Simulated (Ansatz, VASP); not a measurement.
# Cross-check of P between VASP and Ansatz

Wanted: the spread between two codes on one cell, functional and k mesh. The cell is taken from a series of runs on this material, whose earlier steps may have relaxed, scaled, displaced or heated it; both programs get it as it stands.

Main program and level: Ansatz 0.2.0; plane waves, with VASP 6.6.1 beside it; zone-centre phonons at PBEsol with D3(BJ).

### 1. Starting point

The structure is orthorhombic, space group Cmce (No. 64). The conventional cell has a = 3.370 Å, b = 9.581 Å, c = 3.612 Å, α = 90.00°, β = 90.00°, γ = 90.00°. Nearest to P lie 3 P at 2.23 Å.

Coordinates:

```xyz
4
Lattice="1.6849 -4.7907 0.0000 1.6849 4.7907 0.0000 0.0000 0.0000 3.6120" Properties=species:S:1:pos:R:3 pbc="T T T"
P     1.6849   -3.6901    0.1709
P     1.6849   -1.1006    1.9769
P     1.6849    3.6901    3.4411
P     1.6849    1.1006    1.6351
```

### 2. VASP: zone-centre phonons, PBEsol with D3(BJ)

Second derivatives magnify differences that forces hide, and they need a tight electronic threshold.

Lines of VASP's logs that name or quote its potential files are left out, and so is its time.

INCAR reads:

```
SYSTEM = P
PREC = Accurate
ENCUT = 500
EDIFF = 1E-08
NELM = 120
ISMEAR = 1
SIGMA = 0.2
LREAL = .FALSE.
ALGO = Normal
GGA = PS
IVDW = 12
NBANDS = 16
LORBIT = 11
LWAVE = .FALSE.
LCHARG = .FALSE.
ISIF = 2
IBRION = 6
NFREE = 2
POTIM = 0.015
NSW = 1
LASPH = .TRUE.
GGA_COMPAT = .FALSE.
KPAR = 2
```

POSCAR reads:

```
P
1.0
    1.6849295660     -4.7907212363      0.0000000000
    1.6849295660      4.7907212363      0.0000000000
    0.0000000000      0.0000000000      3.6119937313
P
4
Direct
    0.8851280411      0.1148719589      0.0473186203
    0.6148719589      0.3851280411      0.5473186203
    0.1148719589      0.8851280411      0.9526813797
    0.3851280411      0.6148719589      0.4526813797
```

KPOINTS reads:

```
Automatic mesh
0
Gamma
12 12 12
0 0 0
```

PAW data sets: P (PBE family, release 64).

The run is started by

```console
> mpirun -np 2 vasp_std
```

Numbers of over 12 decimals in the logs are rounded to 6 here.

The program printed:

```text
[banner, memory and clock lines left out]
running    2 mpi-ranks, on    1 nodes
 distrk:  each k-point on    1 cores,    2 groups
 distr:  one band on    1 cores,    1 groups

 POSCAR found type information on POSCAR P
 POSCAR found :  1 types and       4 ions
|                                                                             |
|               ----> ADVICE to this user running VASP <----                  |
|                                                                             |
|     You enforced a specific xc type in the INCAR file but a different       |
|     [... a line on the potential file left out ...]
|     I HOPE YOU KNOW WHAT YOU ARE DOING!                                     |
|                                                                             |

 LDA part: xc-table for (Slater+PW92), standard interpolation
 POSCAR, INCAR and KPOINTS ok, starting setup
 FFT: planning ... GRIDC
 FFT: planning ... GRID_SOFT
 FFT: planning ... GRID
 WAVECAR not read
 entering main loop
       N       E                     dE             d eps       ncg     rms          rms(c)
DAV:   1     0.507593814538E+02    0.50759E+02   -0.86070E+03  9632   0.106E+03
DAV:   2    -0.202039693109E+02   -0.70963E+02   -0.68689E+02 13112   0.162E+02
DAV:   3    -0.228771912414E+02   -0.26732E+01   -0.26482E+01 13432   0.323E+01
DAV:   4    -0.228974007841E+02   -0.20210E-01   -0.20201E-01 11896   0.342E+00
DAV:   5    -0.228976404435E+02   -0.23966E-03   -0.23963E-03 13448   0.333E-01    0.110E+01
DAV:   6    -0.227954632071E+02    0.10218E+00   -0.59205E-02 11592   0.150E+00    0.642E+00
DAV:   7    -0.227528040620E+02    0.42659E-01   -0.82332E-02 13008   0.176E+00    0.301E-01
DAV:   8    -0.227522584493E+02    0.54561E-03   -0.10194E-02 11240   0.669E-01    0.214E-01
DAV:   9    -0.227522143191E+02    0.44130E-04   -0.50595E-04 13648   0.138E-01    0.112E-01
DAV:  10    -0.227521927034E+02    0.21616E-04   -0.66573E-05 12192   0.474E-02    0.493E-02
DAV:  11    -0.227521933998E+02   -0.69645E-06   -0.11180E-05 13248   0.218E-02    0.769E-03
DAV:  12    -0.227521935057E+02   -0.10584E-06   -0.71706E-07 11712   0.533E-03    0.393E-03
DAV:  13    -0.227521934371E+02    0.68518E-07   -0.94570E-08 12480   0.211E-03    0.149E-03
DAV:  14    -0.227521934455E+02   -0.84019E-08   -0.70854E-09  7008   0.560E-04
   1 F= -.24306250E+02 E0= -.24306034E+02  d E =-.647976E-03
[...]
2 F= -.24305290E+02 E0= -.24305071E+02  d E =-.656826E-03
[...]
3 F= -.24305290E+02 E0= -.24305071E+02  d E =-.656829E-03
[...]
4 F= -.24304837E+02 E0= -.24304611E+02  d E =-.678745E-03
[...]
5 F= -.24305710E+02 E0= -.24305524E+02  d E =-.558942E-03
[...]
6 F= -.24305559E+02 E0= -.24305359E+02  d E =-.600645E-03
 Finite differences progress:
  Degree of freedom:   3/  3
  Displacement:        1/  2
  Total:               5/  6
 bond charge predicted
       N       E                     dE             d eps       ncg     rms          rms(c)
DAV:   1    -0.227492143798E+02    0.22705E-02   -0.35112E-01 15480   0.332E+00    0.340E-01
DAV:   2    -0.227506661369E+02   -0.14518E-02   -0.16924E-02 22208   0.842E-01    0.839E-02
DAV:   3    -0.227506125078E+02    0.53629E-04   -0.21120E-04 17800   0.100E-01    0.501E-02
DAV:   4    -0.227505990345E+02    0.13473E-04   -0.48539E-05 21248   0.419E-02    0.226E-02
DAV:   5    -0.227505988297E+02    0.20478E-06   -0.52395E-06 18968   0.143E-02    0.107E-02
DAV:   6    -0.227505987219E+02    0.10783E-06   -0.41654E-07 21304   0.385E-03    0.302E-03
DAV:   7    -0.227505987615E+02   -0.39585E-07   -0.10379E-07 19648   0.184E-03    0.659E-04
DAV:   8    -0.227505987698E+02   -0.82953E-08   -0.86965E-09 11128   0.593E-04
   7 F= -.24304639E+02 E0= -.24304392E+02  d E =-.740306E-03
 Finite differences progress:
  Degree of freedom:   3/  3
  Displacement:        2/  2
  Total:               6/  6
```

Parts of OUTCAR (step 2):

```text
ion  position               nearest neighbor table
   1  0.885  0.115  0.047-   3 2.23   4 2.23   4 2.23   4 2.73   4 2.73
   2  0.615  0.385  0.547-   4 2.23   3 2.23   3 2.23   3 2.73   3 2.73
   3  0.115  0.885  0.953-   1 2.23   2 2.23   2 2.23   2 2.73   2 2.73
   4  0.385  0.615  0.453-   2 2.23   1 2.23   1 2.23   1 2.73   1 2.73

  LATTYP: Found a base centered orthorhombic cell.
 ALAT       =     3.3698591320
 B/A-ratio  =     2.8432768544
 C/A-ratio  =     1.0718530330

 Subroutine GETGRP returns: Found  8 space group operations
 (whereof  4 operations were pure point group operations)

The static configuration has the point symmetry C_2h.
 The point group associated with its full space group is D_2h.

 Found    301 irreducible k-points:

   k-points           NKPTS =    301   k-points in BZ     NKDIM =    301   number of bands    NBANDS=     16

   dimension x,y,z NGX =    40 NGY =   40 NGZ =   28
   dimension x,y,z NGXF=    80 NGYF=   80 NGZF=   56

   ENCUT  =  500.0 eV  36.75 Ry    6.06 a.u.   9.26  9.26  6.59*2*pi/ulx,y,z

   NELECT =      20.0000    total number of electrons

 k-points in reciprocal lattice and weights: Automatic mesh
   0.00000000  0.00000000  0.00000000       0.001
   0.08333333  0.00000000  0.00000000       0.002
   0.16666667  0.00000000  0.00000000       0.002
   0.25000000  0.00000000  0.00000000       0.002
   0.33333333  0.00000000  0.00000000       0.002
   0.41666667  0.00000000  0.00000000       0.002
   0.50000000  0.00000000  0.00000000       0.001
   0.08333333  0.08333333  0.00000000       0.001
   0.16666667  0.08333333  0.00000000       0.002
[...]
15      14.6992      0.00000
    ...

 k-point     3 :       0.1667    0.0000    0.0000
  band No.  band energies     occupation
    ...
      6       4.4023      2.00000
      7       4.9027      2.00000
      8       7.3552      2.00000
      9       8.1795      2.00000
     10       9.2269      2.04489
     11      12.3618     -0.00000
     12      12.4451     -0.00000
     13      12.7262     -0.00000
     14      12.9932     -0.00000
     15      13.7106      0.00000
    ...

 k-point     4 :       0.2500    0.0000    0.0000
  band No.  band energies     occupation
    ...
      6       4.8551      2.00000
      7       5.1306      2.00000
      8       7.5285      2.00000
      9       8.2838      2.00000
     10       9.1359      2.01274
     11      11.7397     -0.00000
     12      12.0357     -0.00000
     13      12.6008     -0.00000
     14      12.8196     -0.00000
     15      13.4702     -0.00000
    ...

 k-point     5 :       0.3333    0.0000    0.0000
  band No.  band energies     occupation
    ...
      6       5.4741      2.00000
      7       5.4990      2.00000
      8       7.7298      2.00000
      9       8.0673      2.00000
     10       8.4040      2.00000
     11      10.6603     -0.00000
     12      11.3661     -0.00000
     13      11.8404     -0.00000
     14      12.2167     -0.00000
     15      13.5033     -0.00000
    ...

 Edisp (eV)   -1.55404

  Total       1.52418     1.62284     1.49510     0.00000     0.06142     0.00000
  in kB      41.87799    44.58892    41.07902     0.00000     1.68761     0.00000
  external pressure =       42.52 kB  Pullay stress =        0.00 kB

  energy-cutoff  :      500.00
  volume of cell :       58.31
      direct lattice vectors                 reciprocal lattice vectors
     1.684929566 -4.790721236  0.000000000     0.296748309 -0.104368419  0.000000000
     1.684929566  4.790721236  0.000000000     0.296748309  0.104368419  0.000000000
     0.000000000  0.000000000  3.611993731     0.000000000  0.000000000  0.276855409

 POSITION                                       TOTAL-FORCE (eV/Angst)
 -----------------------------------------------------------------------------------
      1.68493     -3.69008      0.15591         0.000000     -0.027366      0.181519
      1.68493     -1.10064      1.97691         0.000000      0.024891     -0.001829
      1.68493      3.69008      3.44108         0.000000      0.027699     -0.028654
      1.68493      1.10064      1.63508         0.000000     -0.025224     -0.151036
 -----------------------------------------------------------------------------------
    total drift:                                0.000000     -0.000001     -0.000041

  FREE ENERGIE OF THE ION-ELECTRON SYSTEM (eV)
  ---------------------------------------------------
  free  energy   TOTEN  =       -24.3046390543 eV

  energy  without entropy=      -24.3038987481  energy(sigma->0) =      -24.30439229

 Eigenvectors and eigenvalues of the dynamical matrix
 ----------------------------------------------------

   1 f  =   12.790890 THz    80.367530 2PiTHz  426.658152 cm-1    52.898845 meV
             X         Y         Z           dx          dy          dz
      1.684930 -3.690082  0.170915    -0.000000    0.000010   -0.500000
      1.684930 -1.100639  1.976911     0.000000    0.000010    0.500000
      1.684930  3.690082  3.441079    -0.000000    0.000010   -0.500000
      1.684930  1.100639  1.635082     0.000000    0.000010    0.500000

   2 f  =   12.682097 THz    79.683967 2PiTHz  423.029228 cm-1    52.448916 meV
             X         Y         Z           dx          dy          dz
      1.684930 -3.690082  0.170915    -0.000000    0.485990    0.117532
      1.684930 -1.100639  1.976911     0.000000   -0.485990    0.117532
      1.684930  3.690082  3.441079    -0.000000   -0.485990   -0.117532
      1.684930  1.100639  1.635082     0.000000    0.485990   -0.117532

   3 f  =   11.215122 THz    70.466688 2PiTHz  374.096194 cm-1    46.381996 meV
             X         Y         Z           dx          dy          dz
      1.684930 -3.690082  0.170915     0.500000    0.000000   -0.000000
      1.684930 -1.100639  1.976911    -0.500000   -0.000000   -0.000000
      1.684930  3.690082  3.441079     0.500000   -0.000000    0.000000
      1.684930  1.100639  1.635082    -0.500000    0.000000    0.000000

   4 f  =   11.174191 THz    70.209512 2PiTHz  372.730885 cm-1    46.212719 meV
             X         Y         Z           dx          dy          dz
      1.684930 -3.690082  0.170915    -0.000000    0.117532   -0.485990
      1.684930 -1.100639  1.976911     0.000000   -0.117532   -0.485990
      1.684930  3.690082  3.441079    -0.000000   -0.117532    0.485990
      1.684930  1.100639  1.635082     0.000000    0.117532    0.485990

   5 f  =   10.935356 THz    68.708871 2PiTHz  364.764229 cm-1    45.224980 meV
             X         Y         Z           dx          dy          dz
      1.684930 -3.690082  0.170915     0.500000    0.000000    0.000000
      1.684930 -1.100639  1.976911     0.500000    0.000000    0.000000
      1.684930  3.690082  3.441079    -0.500000   -0.000000   -0.000000
      1.684930  1.100639  1.635082    -0.500000   -0.000000   -0.000000

   6 f  =   10.559730 THz    66.348739 2PiTHz  352.234673 cm-1    43.671514 meV
             X         Y         Z           dx          dy          dz
      1.684930 -3.690082  0.170915     0.000000   -0.499715    0.016884
      1.684930 -1.100639  1.976911     0.000000   -0.499715   -0.016884
      1.684930  3.690082  3.441079    -0.000000    0.499715   -0.016884
      1.684930  1.100639  1.635082    -0.000000    0.499715    0.016884

   7 f  =    5.689659 THz    35.749182 2PiTHz  189.786595 cm-1    23.530528 meV
             X         Y         Z           dx          dy          dz
      1.684930 -3.690082  0.170915    -0.000000    0.016884    0.499715
      1.684930 -1.100639  1.976911     0.000000    0.016884   -0.499715
      1.684930  3.690082  3.441079     0.000000   -0.016884   -0.499715
      1.684930  1.100639  1.635082    -0.000000   -0.016884    0.499715

   8 f  =    4.913884 THz    30.874847 2PiTHz  163.909542 cm-1    20.322184 meV
             X         Y         Z           dx          dy          dz
      1.684930 -3.690082  0.170915    -0.500000   -0.000000   -0.000000
      1.684930 -1.100639  1.976911     0.500000    0.000000    0.000000
      1.684930  3.690082  3.441079     0.500000   -0.000000   -0.000000
      1.684930  1.100639  1.635082    -0.500000   -0.000000   -0.000000

   9 f  =    1.993493 THz    12.525487 2PiTHz   66.495774 cm-1     8.244422 meV
             X         Y         Z           dx          dy          dz
      1.684930 -3.690082  0.170915    -0.000000    0.500000    0.000489
      1.684930 -1.100639  1.976911    -0.000000   -0.500000    0.000489
      1.684930  3.690082  3.441079    -0.000000    0.500000    0.000489
      1.684930  1.100639  1.635082    -0.000000   -0.500000    0.000489

  10 f/i=    0.000000 THz     0.000001 2PiTHz    0.000003 cm-1     0.000000 meV
             X         Y         Z           dx          dy          dz
      1.684930 -3.690082  0.170915     0.500000   -0.000000    0.000000
      1.684930 -1.100639  1.976911     0.500000   -0.000000    0.000000
      1.684930  3.690082  3.441079     0.500000   -0.000000    0.000000
      1.684930  1.100639  1.635082     0.500000   -0.000000    0.000000

  11 f/i=    0.000258 THz     0.001624 2PiTHz    0.008619 cm-1     0.001069 meV
             X         Y         Z           dx          dy          dz
      1.684930 -3.690082  0.170915     0.000000    0.500000    0.000010
      1.684930 -1.100639  1.976911     0.000000    0.500000   -0.000010
      1.684930  3.690082  3.441079     0.000000    0.500000    0.000010
      1.684930  1.100639  1.635082     0.000000    0.500000   -0.000010

  12 f/i=    0.001950 THz     0.012255 2PiTHz    0.065060 cm-1     0.008066 meV
             X         Y         Z           dx          dy          dz
      1.684930 -3.690082  0.170915     0.000000    0.000489   -0.500000
      1.684930 -1.100639  1.976911     0.000000   -0.000489   -0.500000
      1.684930  3.690082  3.441079     0.000000    0.000489   -0.500000
      1.684930  1.100639  1.635082     0.000000   -0.000489   -0.500000

 ELASTIC MODULI CONTR FROM IONIC RELAXATION (kBar)
 Direction    XX          YY          ZZ          XY          YZ          ZX
 --------------------------------------------------------------------------------
 XX        -458.4711    -23.3262   -627.0787     -0.0000     -0.0000     -0.0000
 YY         -23.3262  -1246.8367   -112.1345      0.0000     -0.0000      0.0000
 ZZ        -627.0787   -112.1345   -862.8610     -0.0000     -0.0000     -0.0000
 XY          -0.0000      0.0000     -0.0000   -456.2494     -0.0000      0.0000
 YZ          -0.0000     -0.0000     -0.0000     -0.0000   -454.3560     -0.0000
 ZX          -0.0000      0.0000     -0.0000      0.0000     -0.0000   -448.3576
 --------------------------------------------------------------------------------

 total charge
# of ion       s       p       d       tot
------------------------------------------
    1        1.084   1.365   0.000   2.450
    2        1.084   1.365   0.000   2.450
    3        1.084   1.365   0.000   2.450
    4        1.084   1.365   0.000   2.450
--------------------------------------------------
tot          4.337   5.462   0.000   9.799

[... 1 further part left out ...]
```

CONTCAR:

```
P
   1.00000000000000
     1.6849295660000001   -4.7907212362999996    0.0000000000000000
     1.6849295660000001    4.7907212362999996    0.0000000000000000
     0.0000000000000000    0.0000000000000000    3.6119937313000001
  P
     4
Direct
     0.8851280411000034    0.1148719588999966    0.0431657891724076
     0.6148719588999967    0.3851280411000033    0.5473186202999969
     0.1148719588999967    0.8851280411000033    0.9526813797000031
     0.3851280411000033    0.6148719588999967    0.4526813797000031
```

The last energy, forces, stress and levels in OUTCAR belong to the last displaced cell, not to the cell of POSCAR.

Levels, forces or a CONTCAR printed for this step are those of its last displaced cell, not of the structure at rest.

(Continued in part 2 of 2.)

[Lines on the potential files, build, host, timing and source positions are cut from VASP's logs without a mark.]

[Logs are printed without paths, hosts, clocks, repeated set-up lines and the standing remarks that a program may print on its own settings, such as how far it seeks lower states.]

[Hosts, paths, dates, database ids (printed as entryN), source tags and the programs' standing remarks are cut or masked in the printed files.]
